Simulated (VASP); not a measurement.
Level of theory: PBEsol GGA, VASP's PBE PAW potentials (set 64) (plane waves; VASP).

Input for VASP

### POSCAR
```
GaAs
1
    0.0000000000     2.6086364844     2.6086364844
    2.6086364844     0.0000000000     2.6086364844
    2.6086364844     2.6086364844     0.0000000000
Ga As
1 1
Direct
  0.0000000000   0.0000000000   0.0000000000
  0.2500000000   0.2500000000   0.2500000000
```

INCAR:
```
ALGO  =  Normal   # blocked Davidson
LMAXMIX  =  4   # l cut-off of mixed one-centre charges
EDIFFG  =  -0.02
PSTRESS  =  450
LCHARG  =  .FALSE.
LREAL  =  .FALSE.   # projection in real space or not
SYSTEM  =  GaAs
ISIF  =  3   # ions, shape and volume
PREC  =  Accurate
EDIFF  =  1E-6
IBRION  =  2
NSW  =  40   # most ionic steps
LWAVE  =  .FALSE.
GGA  =  PS   # PBEsol
SIGMA  =  0.05   # width (eV)
LASPH  =  .TRUE.
ENCUT  =  500   # plane-wave cut-off (eV)
ISMEAR  =  0   # Gaussian
NELM  =  100
```

KPOINTS:
```
Automatic mesh
0
Gamma
  9 9 9
0 0 0
```

POTCAR, in this order: Ga_d As (PBE.64 set). Program: vasp_std.

The resulting files:

**OUTCAR**
```
 ion  position               nearest neighbor table
   1  0.000  0.000  0.000-   2 2.26   2 2.26   2 2.26   2 2.26
   2  0.250  0.250  0.250-   1 2.26   1 2.26   1 2.26   1 2.26
  LATTYP: Found a face centered cubic cell.
 ALAT       =     5.2172729688
 Subroutine PRICEL returns:
 Original cell was already a primitive cell.
 Subroutine GETGRP returns: Found 24 space group operations
The static configuration has the point symmetry T_d .
The dynamic configuration has the point symmetry T_d .
 Subroutine INISYM returns: Found 24 space group operations
 Subroutine IBZKPT returns following result:
 Found     35 irreducible k-points:

 Following reciprocal coordinates:
            Coordinates               Weight
  0.000000  0.000000  0.000000      1.000000
  0.111111  0.000000  0.000000      8.000000
  0.222222  0.000000  0.000000      8.000000
  0.333333  0.000000  0.000000      8.000000
  0.444444  0.000000  0.000000      8.000000
  0.111111  0.111111  0.000000      6.000000
  0.222222  0.111111  0.000000     24.000000
  0.333333  0.111111  0.000000     24.000000
  0.444444  0.111111  0.000000     24.000000
...
```

File OSZICAR:
```
       N       E                     dE             d eps       ncg     rms          rms(c)
DAV:   1     0.796485920737E+02    0.79649E+02   -0.93356E+03   942   0.204E+03
DAV:   2    -0.266883377176E+01   -0.82317E+02   -0.79446E+02   990   0.330E+02
DAV:   3    -0.856134755597E+01   -0.58925E+01   -0.58598E+01  1180   0.741E+01
DAV:   4    -0.864904985473E+01   -0.87702E-01   -0.87681E-01  1012   0.100E+01
DAV:   5    -0.865040661980E+01   -0.13568E-02   -0.13567E-02  1130   0.110E+00    0.393E+00
DAV:   6    -0.841680312514E+01    0.23360E+00   -0.30233E-01  1450   0.150E+01    0.238E+00
DAV:   7    -0.835515531953E+01    0.61648E-01   -0.12332E-01  1333   0.390E+00    0.582E-01
DAV:   8    -0.835333721846E+01    0.18181E-02   -0.13441E-02  1065   0.180E+00    0.234E-01
DAV:   9    -0.835340849583E+01   -0.71277E-04   -0.97553E-04  1073   0.346E-01    0.393E-02
DAV:  10    -0.835341599298E+01   -0.74972E-05   -0.94634E-05  1156   0.163E-01    0.179E-02
DAV:  11    -0.835342851567E+01   -0.12523E-04   -0.19052E-05  1025   0.578E-02    0.492E-03
DAV:  12    -0.835342847065E+01    0.45020E-07   -0.97247E-07   755   0.193E-02
   1 F= 0.16183499E+01 E0= 0.16183499E+01  d E =0.161835E+01
       N       E                     dE             d eps       ncg     rms          rms(c)
DAV:   1    -0.169922754286E+02   -0.86388E+01   -0.10590E+02  1195   0.210E+02    0.227E+01
DAV:   2    -0.728984153399E+01    0.97024E+01   -0.36299E+01  1120   0.307E+02    0.693E+00
DAV:   3    -0.583508377738E+01    0.14548E+01   -0.22288E+00  1040   0.328E+01    0.424E+00
DAV:   4    -0.535261836621E+01    0.48247E+00   -0.43909E-01  1201   0.717E+00    0.176E+00
DAV:   5    -0.534727799677E+01    0.53404E-02   -0.14195E-02  1301   0.212E+00    0.142E+00
DAV:   6    -0.533461666272E+01    0.12661E-01   -0.22705E-02  1471   0.564E+00    0.680E-02
DAV:   7    -0.533484189593E+01   -0.22523E-03   -0.27983E-03   965   0.736E-01    0.220E-02
DAV:   8    -0.533484808277E+01   -0.61868E-05   -0.15911E-04  1271   0.407E-01    0.276E-02
DAV:   9    -0.533484421347E+01    0.38693E-05   -0.45227E-05  1182   0.178E-01    0.158E-02
DAV:  10    -0.533484461816E+01   -0.40469E-06   -0.30627E-06   920   0.198E-02
   2 F= 0.24064835E+01 E0= 0.24066381E+01  d E =0.788134E+00
       N       E                     dE             d eps       ncg     rms          rms(c)
DAV:   1    -0.129754088933E+02   -0.76406E+01   -0.76303E+01  1180   0.289E+02    0.127E+01
DAV:   2    -0.908323808984E+01    0.38922E+01   -0.55442E+00  1150   0.528E+01    0.622E+00
DAV:   3    -0.794262372006E+01    0.11406E+01   -0.17949E+00  1190   0.345E+01    0.925E-01
DAV:   4    -0.784857798104E+01    0.94046E-01   -0.29291E-01  1106   0.144E+01    0.489E-01
DAV:   5    -0.784317155001E+01    0.54064E-02   -0.40340E-02  1176   0.584E+00    0.305E-01
DAV:   6    -0.784021604694E+01    0.29555E-02   -0.93893E-03  1110   0.245E+00    0.737E-02
DAV:   7    -0.783979484924E+01    0.42120E-03   -0.28292E-03  1205   0.164E+00    0.289E-02
DAV:   8    -0.783981901772E+01   -0.24168E-04   -0.52862E-04  1085   0.419E-01    0.215E-02
DAV:   9    -0.783982051011E+01   -0.14924E-05   -0.25553E-05  1080   0.804E-02    0.509E-03
DAV:  10    -0.783982038364E+01    0.12648E-06   -0.16319E-06   697   0.289E-02
   3 F= 0.14983222E+01 E0= 0.14983222E+01  d E =-.120028E+00
       N       E                     dE             d eps       ncg     rms          rms(c)
DAV:   1    -0.780537994287E+01    0.34441E-01   -0.31329E-02  1210   0.455E+00    0.298E-01
DAV:   2    -0.780336272923E+01    0.20172E-02   -0.35775E-03  1150   0.202E+00    0.131E-01
DAV:   3    -0.780288656615E+01    0.47616E-03   -0.41917E-04  1200   0.583E-01    0.335E-02
DAV:   4    -0.780283256318E+01    0.54003E-04   -0.61448E-05  1146   0.124E-01    0.807E-03
DAV:   5    -0.780282940250E+01    0.31607E-05   -0.18692E-06   750   0.230E-02    0.381E-03
DAV:   6    -0.780282906922E+01    0.33328E-06   -0.73589E-07   460   0.132E-02
   4 F= 0.14977058E+01 E0= 0.14977058E+01  d E =-.120644E+00
       N       E                     dE             d eps       ncg     rms          rms(c)
DAV:   1    -0.779005512705E+01    0.12774E-01   -0.38274E-03  1210   0.160E+00    0.104E-01
DAV:   2    -0.778980955178E+01    0.24558E-03   -0.43270E-04  1150   0.695E-01    0.457E-02
DAV:   3    -0.778975192288E+01    0.57629E-04   -0.51828E-05  1205   0.205E-01    0.117E-02
DAV:   4    -0.778974572151E+01    0.62014E-05   -0.77101E-06  1103   0.444E-02    0.278E-03
DAV:   5    -0.778974542141E+01    0.30011E-06   -0.21350E-07   455   0.820E-03
   5 F= 0.14976814E+01 E0= 0.14976814E+01  d E =-.120669E+00
```

### OUTCAR
```
------------------------ aborting loop because EDIFF is reached ----------------------------------------
  FORCE on cell =-STRESS in cart. coord.  units (eV):
  Direction    XX          YY          ZZ          XY          YZ          ZX
  --------------------------------------------------------------------------------------
  Total        9.3252453      9.3252453      9.3252453      0.0000000      0.0000000     -0.0000000
  in kB      451.8324063    451.8324063    451.8324063      0.0000000      0.0000000     -0.0000000
  external PRESSURE =       1.8324063 kB  Pullay stress =     450.0000000 kB
  volume of cell :       33.07
      direct lattice vectors                 reciprocal lattice vectors
    -0.000000000  2.547540863  2.547540863    -0.196267706  0.196267706  0.196267706
     2.547540863  0.000000000  2.547540863     0.196267706 -0.196267706  0.196267706
     2.547540863  2.547540863  0.000000000     0.196267706  0.196267706 -0.196267706
  FREE ENERGIE OF THE ION-ELECTRON SYSTEM (eV)
  ---------------------------------------------------
  free  energy   TOTEN  =        -7.7897454214 eV

  energy  without entropy=       -7.7897454214  energy(sigma->0) =       -7.78974542
  enthalpy is  TOTEN    =         1.4976813791 eV   P V=        9.2874268005

 reached required accuracy - stopping structural energy minimisation
```
(Selected blocks of OUTCAR.)

**CONTCAR**
```
GaAs
   1.00000000000000
    -0.0000000000000000    2.5475408632645400    2.5475408632645400
     2.5475408632645400    0.0000000000000000    2.5475408632645400
     2.5475408632645400    2.5475408632645400    0.0000000000000000
  Ga              As
     1     1
Direct
     0.0000000000000000    0.0000000000000000    0.0000000000000000
     0.2500000000000000    0.2500000000000000    0.2500000000000000
```

Energy and stress use the plane-wave basis of the starting cell.

The structure was generated: GaAs was put into the zinc blende type (F-43m), which need not be its known phase. This run relaxes it under an external pressure of 45 GPa. Symmetry was kept, so distortions that lower it aren't found.
